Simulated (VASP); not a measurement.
# CdS: band structure with r2SCAN

The system is CdS.

```
CELL_PARAMETERS angstrom
0.00000 2.94307 2.94307
2.94307 0.00000 2.94307
2.94307 2.94307 0.00000
ATOMIC_POSITIONS crystal
Cd 0.00000 0.00000 0.00000
S 0.25000 0.25000 0.25000
```

The cell was built by a generator and needn't be a form met in nature.

| Property | Result |
| --- | --- |
| Program | VASP 6.6.1 |
| Task | band structure |
| Functional | r2SCAN |
| Potentials or basis | VASP PAW PBE potentials, release 64 (Cd, S) |
| Cutoff | 520 eV |
| k mesh | 10 × 10 × 10 |
| Occupations | gaussian, width 0.02 eV |
| Spin | no spin polarisation |
| Further INCAR settings | ALGO = Normal; EDIFF = 1e-06; NBANDS = 16 |

The pressure is 0.0 GPa and the band gap on the k mesh is 1.53 eV, direct. The band gap along the path is 1.53 eV, direct.

Levels at the corners of the path, in eV from the valence-band top:
| point | band 6 | band 7 | band 8 | band 9 | band 10 | band 11 | band 12 | band 13 |
| --- | --- | --- | --- | --- | --- | --- | --- | --- |
| Γ | -7.40 | 0.00 | 0.00 | 0.00 | 1.53 | 7.08 | 7.08 | 7.08 |
| X | -6.97 | -3.86 | -1.83 | -1.83 | 3.88 | 4.72 | 9.67 | 11.38 |
| X | -6.97 | -3.86 | -1.83 | -1.83 | 3.88 | 4.72 | 9.67 | 11.38 |
| W | -6.80 | -3.78 | -2.19 | -2.16 | 5.73 | 5.84 | 7.75 | 8.45 |
| W | -6.80 | -3.78 | -2.19 | -2.16 | 5.73 | 5.84 | 7.75 | 8.45 |
| K | -6.85 | -3.82 | -2.48 | -1.49 | 4.60 | 5.82 | 8.90 | 9.59 |
| K | -6.85 | -3.82 | -2.48 | -1.49 | 4.60 | 5.82 | 8.90 | 9.59 |
| Γ | -7.40 | 0.00 | 0.00 | 0.00 | 1.53 | 7.08 | 7.08 | 7.08 |
| Γ | -7.40 | 0.00 | 0.00 | 0.00 | 1.53 | 7.08 | 7.08 | 7.08 |
| L | -7.04 | -4.30 | -0.73 | -0.73 | 3.43 | 7.48 | 7.48 | 7.81 |
| L | -7.04 | -4.30 | -0.73 | -0.73 | 3.43 | 7.48 | 7.48 | 7.81 |
| U | -6.85 | -3.82 | -2.48 | -1.49 | 4.60 | 5.82 | 8.90 | 9.59 |
| U | -6.85 | -3.82 | -2.48 | -1.49 | 4.60 | 5.82 | 8.90 | 9.59 |
| W | -6.80 | -3.78 | -2.19 | -2.16 | 5.73 | 5.84 | 7.75 | 8.45 |
| W | -6.80 | -3.78 | -2.19 | -2.16 | 5.73 | 5.84 | 7.75 | 8.45 |
| L | -7.04 | -4.30 | -0.73 | -0.73 | 3.43 | 7.48 | 7.48 | 7.81 |
| L | -7.04 | -4.30 | -0.73 | -0.73 | 3.43 | 7.48 | 7.48 | 7.81 |
| K | -6.85 | -3.82 | -2.48 | -1.49 | 4.60 | 5.82 | 8.90 | 9.59 |
| U | -6.85 | -3.82 | -2.48 | -1.49 | 4.60 | 5.82 | 8.90 | 9.59 |
| X | -6.97 | -3.86 | -1.83 | -1.83 | 3.88 | 4.72 | 9.67 | 11.38 |

It took 2 min on 1 thread of Intel(R) Xeon(R) 6975P-C (Granite Rapids), on a shared host, peak memory 0.21 GiB.

Caveat: the PAW data sets were made with another functional, which shifts forces and pressure a little. r2SCAN opens gaps a little over a GGA but as a rule still falls short of measured ones.
